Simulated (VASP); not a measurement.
# MnHg2Ir (P6/mmm) in VASP: reference runs

Aim: a first look at MnHg2Ir with PBE, on the cell as given.

Everything below comes from runs of VASP 6.6.1. Logs are shortened: lines on timing, memory, paths and dates and some standing lists are left out, and cuts for length are marked.

### 1 The crystal as given

Symmetry: P6/mmm, No. 191, hexagonal system. The conventional cell has a = 3.417 Å, b = 3.417 Å, c = 7.749 Å, α = 90.00°, β = 90.00°, γ = 120.00°. Around Mn (site symmetry 6/mmm) lie 2 Hg at 1.95 Å. Around Hg (site symmetry 6mm) lie 1 Ir at 1.92 Å and 1 Mn at 1.95 Å. Ir (site symmetry 6/mmm) is surrounded by 2 Hg at 1.92 Å.

The cell was built by a generator and needn't be a form met in nature.

### 2 Single point, PBE, collinear spin, ferromagnetic start

Input file INCAR:

```
ALGO     = Normal         # electronic algorithm
EDIFF    = 1E-7           # SCF threshold, eV
ENCUT    = 520            # plane-wave cutoff, eV
GGA      = PE             # functional
ISIF     = 2              # what is computed and relaxed
ISMEAR   = -1             # smearing method
ISPIN    = 2              # spin polarisation
LASPH    = True           # aspherical terms in the spheres
LCHARG   = False          # write CHGCAR
LMAXMIX  = 4              # l up to which the mixer works
LORBIT   = 11             # projections on sites
LREAL    = False          # projectors in reciprocal space
LWAVE    = False          # write WAVECAR
MAGMOM   = 4 0 0 0.6      # initial moments
NBANDS   = 35             # bands
NELM     = 150            # most SCF steps
PREC     = Accurate       # precision mode
SIGMA    = 0.05           # smearing width, eV
```

Input file KPOINTS:

```
k-points
0
Gamma
  9 9 4
```

Input file POSCAR:

```
MnHg2Ir
1.0
    3.4174051000      0.0000000000      0.0000000000
   -1.7087025500      2.9595596300      0.0000000000
    0.0000000000      0.0000000000      7.7490903000
Mn Hg Ir
1 2 1
Direct
    0.0000000000      0.0000000000      0.5000000000
    0.0000000000      0.0000000000      0.2483074000
    0.0000000000      0.0000000000      0.7516926000
    0.0000000000      0.0000000000      0.0000000000
```

Potentials or basis: VASP PAW PBE potentials, release 64 (Mn_pv, Hg, Ir).

Launch:

```bash
$ cat potpaw_PBE.64/Mn_pv/POTCAR potpaw_PBE.64/Hg/POTCAR potpaw_PBE.64/Ir/POTCAR > POTCAR
$ mpirun -np 1 vasp_std > vasp.out
```

OUTCAR:

```text
EDIFF = 1E-7
   ENCUT = 520
   GGA = PE
   ISIF = 2
   ISMEAR = -1
   ISPIN = 2
   LASPH = True
   LORBIT = 11
   LREAL = False
   NELM = 150
   PREC = Accurate

 ion  position               nearest neighbor table
   1  0.000  0.000  0.500-   2 1.95   3 1.95
   2  0.000  0.000  0.248-   4 1.92   1 1.95   3 3.85
   3  0.000  0.000  0.752-   4 1.92   1 1.95   2 3.85
   4  0.000  0.000  0.000-   2 1.92   3 1.92

  LATTYP: Found a hexagonal cell.
 ALAT       =     3.4174051000
 C/A-ratio  =     2.2675363538

  Lattice vectors:

 A1 = (   3.4174051000,   0.0000000000,   0.0000000000)
 A2 = (  -1.7087025500,   2.9595596300,   0.0000000000)
 A3 = (   0.0000000000,   0.0000000000,   7.7490903000)

Analysis of symmetry for initial positions (statically):
=====================================================================
 Subroutine PRICEL returns:
 Original cell was already a primitive cell.

 Routine SETGRP: Setting up the symmetry group for a
 hexagonal supercell.

 Subroutine GETGRP returns: Found 24 space group operations
 (whereof 24 operations were pure point group operations)
 out of a pool of 24 trial point group operations.

The static configuration has the point symmetry D_6h.

Analysis of symmetry for dynamics (positions and initial velocities):
=====================================================================
 Subroutine PRICEL returns:
 Original cell was already a primitive cell.

 Routine SETGRP: Setting up the symmetry group for a
 hexagonal supercell.

 Subroutine GETGRP returns: Found 24 space group operations
 (whereof 24 operations were pure point group operations)
 out of a pool of 24 trial point group operations.

The dynamic configuration has the point symmetry D_6h.

Analysis of structural, dynamic, and magnetic symmetry:
=====================================================================
 Subroutine PRICEL returns:
 Original cell was already a primitive cell.

 Routine SETGRP: Setting up the symmetry group for a
 hexagonal supercell.

 Subroutine GETGRP returns: Found 24 space group operations
 (whereof 24 operations were pure point group operations)
 out of a pool of 24 trial point group operations.

The overall configuration has the point symmetry D_6h.

 Subroutine INISYM returns: Found 24 space group operations
 (whereof 24 operations are pure point group operations),
 and found     1 'primitive' translations

----------------------------------------------------------------------------------------

                                     Primitive cell

  volume of cell :      78.3744

  direct lattice vectors                    reciprocal lattice vectors
     3.417405100  0.000000000  0.000000000     0.292619684  0.168944053  0.000000000
    -1.708702550  2.959559630  0.000000000     0.000000000  0.337888107  0.000000000
     0.000000000  0.000000000  7.749090300     0.000000000  0.000000000  0.129047406

  length of vectors
     3.417405100  3.417405099  7.749090300     0.337888107  0.337888107  0.129047406

  position of ions in fractional coordinates (direct lattice)
     0.000000000  0.000000000  0.500000000
     0.000000000  0.000000000  0.248307400
     0.000000000  0.000000000  0.751692600
     0.000000000  0.000000000  0.000000000

  ion indices of the primitive-cell ions
   primitive index   ion index
                 1           1
                 2           2
                 3           3
                 4           4

----------------------------------------------------------------------------------------

 KPOINTS: k-points

Automatic generation of k-mesh.
 Grid dimensions read from file:
 generate k-points for:    9    9    4

 Generating k-lattice:

  Cartesian coordinates                     Fractional coordinates (reciprocal lattice)
     0.032513298  0.018771561  0.000000000     0.111111111  0.000000000  0.000000000
     0.000000000  0.037543123  0.000000000     0.000000000  0.111111111  0.000000000
     0.000000000  0.000000000  0.032261851     0.000000000  0.000000000  0.250000000

  Length of vectors
     0.037543123  0.037543123  0.032261851

  Shift w.r.t. Gamma in fractional coordinates (k-lattice)
     0.000000000  0.000000000  0.000000000

 Subroutine IBZKPT returns following result:
 ===========================================

 Found     36 irreducible k-points:

 Following reciprocal coordinates:
            Coordinates               Weight
  0.000000  0.000000  0.000000      1.000000
  0.111111  0.000000  0.000000      6.000000
  0.222222  0.000000  0.000000      6.000000
  0.333333  0.000000  0.000000      6.000000
  0.444444  0.000000  0.000000      6.000000
  0.111111  0.111111  0.000000      6.000000
[... 16 lines left out ...]
  0.333333  0.222222  0.250000     24.000000
  0.333333  0.333333  0.250000      4.000000
 [... further k-points ...]
   k-points           NKPTS =     36   k-points in BZ     NKDIM =     36   number of bands    NBANDS=     35
   number of dos      NEDOS =    301   number of ions     NIONS =      4
   total plane-waves  NPLWV =  47040
   dimension x,y,z NGX =    28 NGY =   28 NGZ =   60
   dimension x,y,z NGXF=    56 NGYF=   56 NGZF=  120
   ions per type =               1   2   1
   NGX,Y,Z   is equivalent  to a cutoff of  13.62, 13.62, 12.87 a.u.
   NGXF,Y,Z  is equivalent  to a cutoff of  27.24, 27.24, 25.74 a.u.
 SYSTEM =  unknown system
   PREC   = accura    normal or accurate (medium, high low for compatibility)
   ISTART =      0    job   : 0-new  1-cont  2-samecut
   ICHARG =      2    charge: 1-file 2-atom 10-const
   ISPIN  =      2    spin polarized calculation?
   LNONCOLLINEAR =      F non collinear calculations
   LSORBIT =      F    spin-orbit coupling
   LASPH  =      T    aspherical Exc in radial PAW
   ENCUT  =  520.0 eV  38.22 Ry    6.18 a.u.   6.35  6.35 14.41*2*pi/ulx,y,z
   NELM   =    150;   NELMIN=  2; NELMDL= -5     # of ELM steps
   EDIFF  = 0.1E-06   stopping-criterion for ELM
   LREAL  =      F    real-space projection
   EDIFFG = 0.1E-05   stopping-criterion for IOM
   NSW    =      0    number of steps for IOM
   IBRION =     -1    ionic relax: 0-MD 1-quasi-New 2-CG
   NFREE  =      0    steps in history (QN), initial steepest desc. (CG)
   ISIF   =      2    stress and relaxation
   ISYM   =      2    0-nonsym 1-usesym 2-fastsym
   POTIM  = 0.5000    time-step for ionic-motion
   TEBEG  =    0.0;   TEEND  =   0.0 temperature during run
   PSTRESS=    0.0 pullay stress
   NELECT =      46.0000    total number of electrons
   NUPDOWN=      -1.0000    fix difference up-down
   EMIN   =  10.00;   EMAX   =-10.00  energy-range for DOS
   EFERMI =   0.00;   METHOD = LEGACY
   ISMEAR =    -1;   SIGMA  =   0.05  broadening in eV -4-tet -1-fermi 0-gaus
   EFERMI_NEDOS =   21; number of points for ismear=-14 and -15
   IALGO  =     38    algorithm
   IMIX   =      4    mixing-type and parameters
     AMIX     =   0.40;   BMIX     =  1.00
     AMIX_MAG =   1.60;   BMIX_MAG =  1.00
  volume/ion in A,a.u.               =      19.59       132.22
  Fermi-wavevector in a.u.,A,eV,Ry     =   1.370680  2.590209 25.562124  1.878763
  Thomas-Fermi vector in A             =   2.496444
   LORBIT       =     11    0 simple, 1 ext, 2 COOP (PROOUT), +10 PAW based schemes
   GGA     = PE    functional components
   LHFCALC =     F    Hartree Fock is set to
   AEXX    =    0.0000 exact exchange contribution
   IVDW    =     0    specifies the selected vdW correction
   LEPSILON=     F    determine dielectric tensor
   LRPA    =     F    only Hartree local field effects (RPA)
 spin polarized calculation
  energy-cutoff  :      520.00
  volume of cell :       78.37
 maximum number of plane-waves:      2128
 NGX is ok and might be reduce to    28
   NGX = 13   NGY = 13   NGZ = 29

 number of electron      46.0000001 magnetization       1.0518612

 number of electron      46.0000002 magnetization      -2.9732668

 Free energy of the ion-electron system (eV)
  ---------------------------------------------------
  ext. energy  EPLUGINS =         0.00000000
  ---------------------------------------------------
  free energy    TOTEN  =         6.62106909 eV

  energy without entropy =        6.64996602  energy(sigma->0) =        6.63551756

 E-fermi :   4.7842     XC(G=0): -11.2583

 val. band max:        4.7829310287   @ k =   0.3333   0.2222   0.2500
 cond. band min:       4.7845219214   @ k =   0.2222   0.1111   0.2500
 fundamental gap:      0.0015908927
 Fermi energy:         4.7842024107

 spin component 1

 k-point     1 :       0.0000    0.0000    0.0000
  band No.  band energies     occupation
      1     -42.6017      1.00000
      2     -41.3821      1.00000
      3     -41.3821      1.00000
      4      -8.3903      1.00000
      5      -5.8891      1.00000
      6      -5.8891      1.00000
[... 27 lines left out ...]
     34      19.1416      0.00000
     35      19.1416      0.00000
[... 843 lines left out ...]
      5      -6.1385      1.00000
      6      -6.1385      1.00000
[... 27 lines left out ...]
     34      13.8879      0.00000
     35      13.8879      0.00000

 [... further k-points ...]

 spin component 2

 k-point     1 :       0.0000    0.0000    0.0000
  band No.  band energies     occupation
      1     -45.1269      1.00000
      2     -44.7063      1.00000
      3     -44.7063      1.00000
      4      -8.5186      1.00000
      5      -6.0165      1.00000
      6      -6.0165      1.00000
[... 27 lines left out ...]
     34      18.9616      0.00000
     35      18.9616      0.00000
[... 843 lines left out ...]
      5      -6.2344      1.00000
      6      -6.2344      1.00000
[... 27 lines left out ...]
     34      13.7449      0.00000
     35      13.7449      0.00000

 [... further k-points ...]
[... 5 lines left out ...]
  --------------------------------------------------------------------------------------
  -------------------------------------------------------------------------------------
  Total       -2.0420081     -2.0420081    168.1438644      0.0000000      0.0000000      0.0000000
  in kB      -41.7439707    -41.7439706   3437.2991224      0.0000000      0.0000000      0.0000000
  external PRESSURE =    1117.9370604 kB  Pullay stress =       0.0000000 kB

 VOLUME and BASIS-vectors are now :
 -----------------------------------------------------------------------------
  energy-cutoff  :      520.00
  volume of cell :       78.37
      direct lattice vectors                 reciprocal lattice vectors
     3.417405100  0.000000000  0.000000000     0.292619684  0.168944053  0.000000000
    -1.708702550  2.959559630  0.000000000     0.000000000  0.337888107  0.000000000
     0.000000000  0.000000000  7.749090300     0.000000000  0.000000000  0.129047406

 POSITION                                       TOTAL-FORCE (eV/Angst)
 -----------------------------------------------------------------------------------
      0.00000      0.00000      3.87455         0.000000      0.000000      0.000000
      0.00000      0.00000      1.92416         0.000000      0.000000     13.818256
      0.00000      0.00000      5.82493        -0.000000     -0.000000    -13.818256
      0.00000      0.00000      0.00000         0.000000      0.000000      0.000000
 -----------------------------------------------------------------------------------
    total drift:                               -0.000000     -0.000000      0.000000

  FREE ENERGIE OF THE ION-ELECTRON SYSTEM (eV)
  ---------------------------------------------------
  free  energy   TOTEN  =         6.6210690921 eV

  energy  without entropy=        6.6499660189  energy(sigma->0) =        6.63551756

 total charge

# of ion       s       p       d       tot
------------------------------------------
    1        0.434   6.345   5.437  12.216
    2        1.193   0.686   9.442  11.321
    3        1.193   0.686   9.442  11.321
    4        0.768   0.601   7.927   9.296
--------------------------------------------------
tot          3.588   8.318  32.249  44.155

 magnetization (x)

# of ion       s       p       d       tot
------------------------------------------
    1       -0.023  -0.016  -2.881  -2.920
    2        0.008   0.007  -0.060  -0.046
    3        0.008   0.007  -0.060  -0.046
    4       -0.003  -0.001   0.116   0.112
--------------------------------------------------
tot         -0.011  -0.004  -2.885  -2.900
```

Wall time 4.6 min (1 thread of Intel Xeon Platinum 8488C (Sapphire Rapids), shared host); peak memory 0.34 GiB.

Results:

```
Free energy                                           : 6.6211 eV
Pressure                                              : 111.8 GPa
Largest force                                         : 13.818 eV/Å
Band gap on the k mesh                                : none (metal or under the smearing width)
Net moment                                            : -2.97 μB per cell
Site moments                                          : Mn -2.92; Hg -0.05; Ir +0.11 μB
Valence electrons inside the program's atomic spheres : Mn 12.22; Hg 11.32; Ir 9.30
```

Forces in eV/Å, atoms in the order of the input:
```
Mn    0.000   0.000   0.000
Hg    0.000   0.000  13.818
Hg    0.000   0.000 -13.818
Ir    0.000   0.000   0.000
```

Stress tensor (GPa, compression positive):
```
 -4.17   0.00   0.00
  0.00  -4.17   0.00
  0.00   0.00 343.73
```

Levels at points of the mesh, in eV from the Fermi level:
Spin up:
| k point | band 18 | band 19 | band 20 | band 21 | band 22 | band 23 | band 24 | band 25 | band 26 | band 27 |
| --- | --- | --- | --- | --- | --- | --- | --- | --- | --- | --- |
| (0.00, 0.00, 0.00) | -1.90 | -1.90 | -1.62 | -1.62 | -0.86 | 0.82 | 0.82 | 1.95 | 1.95 | 2.91 |
| (0.00, 0.00, 0.50) | -1.61 | -1.61 | -0.97 | -0.97 | 0.76 | 0.79 | 0.79 | 0.81 | 0.81 | 1.65 |
Spin down:
```csv
k point,band 20,band 21,band 22,band 23,band 24,band 25,band 26,band 27,band 28,band 29
"(0.00, 0.00, 0.00)",-2.17,-2.11,-2.11,-1.49,-1.49,0.48,0.48,2.83,8.99,8.99
"(0.00, 0.00, 0.50)",-1.67,-1.67,-1.53,-1.53,-0.97,-0.97,0.65,0.75,10.91,11.03
```

Caveat: a pressure of tens of GPa on the cell as given is suspect, and the run, the potentials or the cell itself is likely at fault; forces of over 1 eV/Å show positions far from the minimum, so gaps and moduli don't describe the material at rest.
